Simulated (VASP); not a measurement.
Method: PW91 GGA, VASP's PBE PAW potentials (set 64) (plane waves; VASP 6.6.1).

VASP input:

### INCAR
```
SYSTEM = CsI
PREC = Accurate; ENCUT = 520; LREAL = .FALSE.
LASPH = .TRUE.
EDIFF = 1E-7; NELM = 100; ALGO = Normal
LMAXMIX = 4
ISMEAR = 0; SIGMA = 0.05
GGA = 91
ISIF = 2
LWAVE = .FALSE.; LCHARG = .FALSE.
```

File POSCAR:
```
CsI
4.662740
  1.0000000521   0.0000000000   0.0000000000
  0.0000000000   1.0000000521   0.0000000000
  0.0000000000   0.0000000000   1.0000000521
Cs I
1 1
Cartesian
  0.0000000000   0.0000000000   0.0000000000
  0.5000000261   0.5000000261   0.5000000261
```

### KPOINTS
```
Automatic mesh
0
Gamma
6 6 6
0 0 0
```

POTCAR, in this order: Cs_sv I (PBE.64 set). Program: vasp_std.

Unless said otherwise, spin-orbit coupling is left out, though it shifts the bands of the heavy elements here.

### Question
Estimate the energy per atom (σ→0), band gap (on the k-mesh).

### Answer

* **energy per atom (σ→0)**: -2.750 eV/atom
* **band gap (on the k-mesh)**: 3.70 eV

File OSZICAR:
```
...
DAV:   8    -0.550026178261E+01   -0.35899E-02   -0.10349E-02   536   0.653E-01    0.883E-02
DAV:   9    -0.550075013613E+01   -0.48835E-03   -0.11055E-03   552   0.216E-01    0.854E-02
DAV:  10    -0.550085180938E+01   -0.10167E-03   -0.14384E-04   544   0.851E-02    0.131E-02
DAV:  11    -0.550084724597E+01    0.45634E-05   -0.38599E-05   580   0.293E-02    0.550E-03
DAV:  12    -0.550084819908E+01   -0.95311E-06   -0.45709E-06   568   0.147E-02    0.194E-03
DAV:  13    -0.550084832170E+01   -0.12261E-06   -0.23211E-07   572   0.302E-03    0.691E-04
DAV:  14    -0.550084834847E+01   -0.26770E-07   -0.73953E-08   388   0.157E-03
   1 F= -.55008483E+01 E0= -.55008483E+01  d E =-.938033E-17
```

The compound is CsI in the CsCl type structure. It was relaxed first, which changed the volume by +6 %.
